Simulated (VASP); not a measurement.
Level of theory: PBE GGA, VASP's PBE PAW potentials (set 64) (plane waves; VASP).

Input for VASP

**POSCAR**
```
AuZn
1.0
  3.1500000000   0.0000000000   0.0000000000
  0.0000000000   3.1500000000   0.0000000000
  0.0000000000   0.0000000000   3.1500000000
Zn Au
1 1
Direct
  0.5000000000   0.5000000000   0.5000000000
  0.0000000000   0.0000000000   0.0000000000
```

### INCAR
```
LMAXMIX = 6   ! l cut-off of mixed one-centre charges
LREAL = .False.   ! projection in real space or not
LCHARG = .False.
EDIFF = 1E-6   ! SCF stop (eV)
ISMEAR = 1   ! Methfessel-Paxton
NELM = 100
ISIF = 2
LASPH = .True.   ! aspherical one-centre terms
ALGO = Normal
SIGMA = 0.2   ! width (eV)
PREC = Accurate
GGA = PE   ! PBE
LWAVE = .False.
ENCUT = 180
SYSTEM = AuZn
```

File KPOINTS:
```
Automatic mesh
0
Gamma
10 10 10
```

POTCAR, in this order: Zn Au (PBE.64 set). Program: vasp_std.

Output of the run:

### OSZICAR
```
       N       E                     dE             d eps       ncg     rms          rms(c)
DAV:   1     0.500031077356E+02    0.50003E+02   -0.64680E+03  1861   0.769E+02
DAV:   2    -0.384167320955E+01   -0.53845E+02   -0.52405E+02  1862   0.173E+02
DAV:   3    -0.442006136358E+01   -0.57839E+00   -0.57804E+00  2044   0.207E+01
DAV:   4    -0.442108117974E+01   -0.10198E-02   -0.10198E-02  1967   0.773E-01
DAV:   5    -0.442108574226E+01   -0.45625E-05   -0.45616E-05  2009   0.516E-02    0.100E+01
DAV:   6    -0.327854170589E+01    0.11425E+01   -0.36207E+00  1687   0.316E+01    0.348E+00
DAV:   7    -0.325256245371E+01    0.25979E-01   -0.19457E-01  1813   0.449E+00    0.148E+00
DAV:   8    -0.324854456224E+01    0.40179E-02   -0.83697E-03  1841   0.126E+00    0.398E-01
DAV:   9    -0.324816647571E+01    0.37809E-03   -0.12806E-03  1813   0.452E-01    0.322E-02
DAV:  10    -0.324815595331E+01    0.10522E-04   -0.13281E-04  1785   0.168E-01    0.184E-02
DAV:  11    -0.324815827014E+01   -0.23168E-05   -0.78444E-06  1897   0.308E-02    0.259E-03
DAV:  12    -0.324815828973E+01   -0.19591E-07   -0.30594E-07   924   0.790E-03
   1 F= -.32481583E+01 E0= -.32480258E+01  d E =-.397614E-03
```

### OUTCAR
```
------------------------ aborting loop because EDIFF is reached ----------------------------------------
  FORCE on cell =-STRESS in cart. coord.  units (eV):
  Direction    XX          YY          ZZ          XY          YZ          ZX
  --------------------------------------------------------------------------------------
  Total      -24.6899467    -24.6899467    -24.6899467      0.0000000      0.0000000     -0.0000000
  in kB    -1265.6075985  -1265.6075985  -1265.6075985      0.0000000      0.0000000     -0.0000000
  external PRESSURE =   -1265.6075985 kB  Pullay stress =       0.0000000 kB
  volume of cell :       31.26
      direct lattice vectors                 reciprocal lattice vectors
     3.150000000  0.000000000  0.000000000     0.317460317  0.000000000  0.000000000
     0.000000000  3.150000000  0.000000000     0.000000000  0.317460317  0.000000000
     0.000000000  0.000000000  3.150000000     0.000000000  0.000000000  0.317460317
 POSITION                                       TOTAL-FORCE (eV/Angst)
 -----------------------------------------------------------------------------------
      1.57500      1.57500      1.57500         0.000000      0.000000      0.000000
      0.00000      0.00000      0.00000         0.000000      0.000000      0.000000
 -----------------------------------------------------------------------------------
    total drift:                                0.000000     -0.000000      0.000000
  FREE ENERGIE OF THE ION-ELECTRON SYSTEM (eV)
  ---------------------------------------------------
  free  energy   TOTEN  =        -3.2481582897 eV

  energy  without entropy=       -3.2477606759  energy(sigma->0) =       -3.24802575
```
(Selected blocks of OUTCAR.)

### OUTCAR
```
 val. band max:        6.8332432162   @ k =   0.5000   0.5000   0.2000

 cond. band min:       7.0257353625   @ k =   0.3000   0.1000   0.1000


 Fermi energy:         6.9948355553

 k-point     1 :       0.0000    0.0000    0.0000
  band No.  band energies     occupation
      1      -3.5294      2.00000
      2      -2.2041      2.00000
      3      -2.2041      2.00000
      4      -1.4987      2.00000
      5      -1.4987      2.00000
      6      -1.4987      2.00000
      7       1.2216      2.00000
      8       1.2216      2.00000
      9       3.0967      2.00000
     10       3.0967      2.00000
     11       3.0967      2.00000
     12      12.0423      0.00000
     13      12.0423      0.00000
     14      12.0423      0.00000
     15      15.6401      0.00000

 k-point     2 :       0.1000    0.0000    0.0000
  band No.  band energies     occupation
      1      -3.3529      2.00000
      2      -2.1766      2.00000
      3      -2.1606      2.00000
      4      -1.5798      2.00000
      5      -1.5798      2.00000
      6      -1.5772      2.00000
      7       1.2137      2.00000
      8       1.2851      2.00000
      9       2.9628      2.00000
     10       2.9628      2.00000
     11       3.0688      2.00000
     12      10.7272     -0.00000
     13      12.3679      0.00000
     14      12.3679      0.00000
     15      16.4143      0.00000

 k-point     3 :       0.2000    0.0000    0.0000
  band No.  band energies     occupation
      1      -2.8417      2.00000
      2      -2.1164      2.00000
      3      -2.0009      2.00000
      4      -1.6027      2.00000
      5      -1.6027      2.00000
      6      -1.5518      2.00000
      7       1.1922      2.00000
      8       1.4518      2.00000
      9       2.6596      2.00000
     10       2.6596      2.00000
     11       3.0490      2.00000
     12       8.5672     -0.00000
     13      13.2806      0.00000
     14      13.2806      0.00000
     15      17.0887      0.00000
...
```

At this cut-off the stress carries a Pulay error, which pulls relaxed volumes low. Unless said otherwise, spin-orbit coupling is left out, though it shifts the bands of the heavy elements here.

The structure is a typed AuZn crystal. The cell was not relaxed at this level. The run is one of a series of settings (ENCUT = 180 against the base run), some of them coarse on purpose. The electron count is odd and the run is not spin-polarised, which forces a metal.
